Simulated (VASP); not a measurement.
Method: LDA (Ceperley-Alder, Perdew-Zunger), VASP's LDA PAW potentials (set 64) (plane waves; VASP 6.6.1).

VASP ran on this input.

File KPOINTS:
```
Automatic mesh
0
G
  9 9 9
0 0 0
```

INCAR:
```
! general
SYSTEM  = HgTe
PREC    = Accurate
ENCUT   = 400
LREAL   = .False.
LASPH   = .True.

! electronic loop
EDIFF   = 1E-8
NELM    = 100
ALGO    = Normal
LMAXMIX = 6

! smearing
ISMEAR  = 1
SIGMA   = 0.1

! ions
IBRION  = 1
NSW     = 30
ISIF    = 2
EDIFFG  = -0.001

! output
LWAVE   = .False.
LCHARG  = .False.
```

**POSCAR**
```
HgTe
1.0
  0.0000000000   3.2241344810   3.2241344810
  3.2241344810   0.0000000000   3.2241344810
  3.2241344810   3.2241344810   0.0000000000
Hg Te
1 1
Cartesian
  0.0000000000   0.0000000000   0.0000000000
  1.6120672405   1.6120672405   1.6120672405
```

POTCAR, in this order: Hg Te (LDA.64 set). Program: vasp_std.

Output

OSZICAR:
```
       N       E                     dE             d eps       ncg     rms          rms(c)
DAV:   1     0.913606095645E+02    0.91361E+02   -0.71205E+03   942   0.966E+02
DAV:   2    -0.178611398431E+01   -0.93147E+02   -0.88856E+02  1025   0.244E+02
DAV:   3    -0.523279139746E+01   -0.34467E+01   -0.34354E+01  1100   0.498E+01
DAV:   4    -0.526731384611E+01   -0.34522E-01   -0.34519E-01  1267   0.445E+00
DAV:   5    -0.526741242261E+01   -0.98576E-04   -0.98576E-04  1090   0.218E-01    0.809E+00
DAV:   6    -0.505426655598E+01    0.21315E+00   -0.50725E-01  1035   0.107E+01    0.636E+00
DAV:   7    -0.504050144606E+01    0.13765E-01   -0.10777E-01  1005   0.263E+00    0.222E+00
DAV:   8    -0.503775031503E+01    0.27511E-02   -0.11869E-02   935   0.150E+00    0.601E-01
DAV:   9    -0.503739612929E+01    0.35419E-03   -0.83454E-04  1035   0.351E-01    0.145E-01
DAV:  10    -0.503738779446E+01    0.83348E-05   -0.72569E-05  1050   0.887E-02    0.568E-02
DAV:  11    -0.503738957811E+01   -0.17837E-05   -0.20686E-05  1050   0.493E-02    0.326E-02
DAV:  12    -0.503738833258E+01    0.12455E-05   -0.36904E-06   980   0.207E-02    0.145E-02
DAV:  13    -0.503738835014E+01   -0.17557E-07   -0.24913E-07  1005   0.340E-03    0.993E-03
DAV:  14    -0.503738830119E+01    0.48950E-07   -0.13813E-07  1101   0.487E-03    0.167E-03
DAV:  15    -0.503738830059E+01    0.59867E-09   -0.24589E-08   947   0.987E-04
   1 F= -.50373883E+01 E0= -.50374575E+01  d E =-.503739E+01
```

OUTCAR:
```
------------------------ aborting loop because EDIFF is reached ----------------------------------------
  FORCE on cell =-STRESS in cart. coord.  units (eV):
  Direction    XX          YY          ZZ          XY          YZ          ZX
  --------------------------------------------------------------------------------------
  Total       -0.0140057     -0.0140057     -0.0140057     -0.0000000      0.0000000     -0.0000000
  in kB       -0.3347692     -0.3347692     -0.3347692     -0.0000000      0.0000000     -0.0000000
  external PRESSURE =      -0.3347692 kB  Pullay stress =       0.0000000 kB
  volume of cell :       67.03
      direct lattice vectors                 reciprocal lattice vectors
     0.000000000  3.224134481  3.224134481    -0.155080380  0.155080380  0.155080380
     3.224134481  0.000000000  3.224134481     0.155080380 -0.155080380  0.155080380
     3.224134481  3.224134481  0.000000000     0.155080380  0.155080380 -0.155080380
 POSITION                                       TOTAL-FORCE (eV/Angst)
 -----------------------------------------------------------------------------------
      0.00000      0.00000      0.00000        -0.000000     -0.000000     -0.000000
      1.61207      1.61207      1.61207         0.000000      0.000000      0.000000
 -----------------------------------------------------------------------------------
    total drift:                                0.000000      0.000000      0.000000
  FREE ENERGIE OF THE ION-ELECTRON SYSTEM (eV)
  ---------------------------------------------------
  free  energy   TOTEN  =        -5.0373883006 eV

  energy  without entropy=       -5.0375959051  energy(sigma->0) =       -5.03745750

 reached required accuracy - stopping structural energy minimisation
```
(Selected blocks of OUTCAR.)

The compound is HgTe in the zinc blende structure. It was relaxed first. The start is the result of an earlier pass.
